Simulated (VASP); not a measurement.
Wanted: the native input for a VASP 6.6.1 run.

- Task: single point
- Functional: r2SCAN
- Potentials or basis: VASP PAW PBE potentials, release 64 (Al, Si, F)
- Cutoff: 520 eV
- k mesh: 10 × 10 × 10
- Occupations: gaussian, width 0.1 eV
- Spin: no spin polarisation
- Further INCAR settings: ALGO = Normal; EDIFF = 1e-06

The structure of Al3Si2F lies in POSCAR:

```
Al3Si2F                                 
1.0
   -2.1197884077      2.1197884077      6.0308642922
    2.1197884077     -2.1197884077      6.0308642922
    2.1197884077      2.1197884077     -6.0308642922
  Al              Si              F             
     3     2     1
Direct
     0.7500000000000000    0.2500000000000000    0.5000000000000000
     0.4757886214403946    0.9757886214403946    0.5000000000000000
     0.0242113785596054    0.5242113785596054    0.5000000000000000
     0.6363136213900220    0.6363136213900220    0.0000000000000000
     0.3636863786099780    0.3636863786099780    0.0000000000000000
     0.0000000000000000    1.0000000000000000    1.0000000000000000
```

The cell was built by a generator and needn't be a form met in nature.

The input as run:

INCAR

```
ALGO = Normal
EDIFF = 1E-6
ENCUT = 520
ISIF = 2
ISMEAR = 0
KPAR = 4
LASPH = True
LCHARG = False
LMIXTAU = True
LREAL = False
LWAVE = False
METAGGA = R2SCAN
NELM = 150
PREC = Accurate
SIGMA = 0.1
```

KPOINTS

```
k-points
0
Gamma
  10 10 10
```

Potentials or basis: VASP PAW PBE potentials, release 64 (Al, Si, F).

Run with:

```console
$ cat potpaw_PBE.64/Al/POTCAR potpaw_PBE.64/Si/POTCAR potpaw_PBE.64/F/POTCAR > POTCAR
$ mpirun -np 4 vasp_std > vasp.out
```

Results of the run:

| Item | Value |
| --- | --- |
| Pressure | -2.1 GPa |
| Largest force | 0.072 eV/Å |
| Band gap on the k mesh | none (metal or under the smearing width) |

Caveat: the PAW data sets were made with another functional, which shifts forces and pressure a little.

Wall time 7 min on 4 MPI ranks on Intel(R) Xeon(R) 6975P-C (Granite Rapids), with other jobs on the host, peak memory 0.52 GiB a rank.
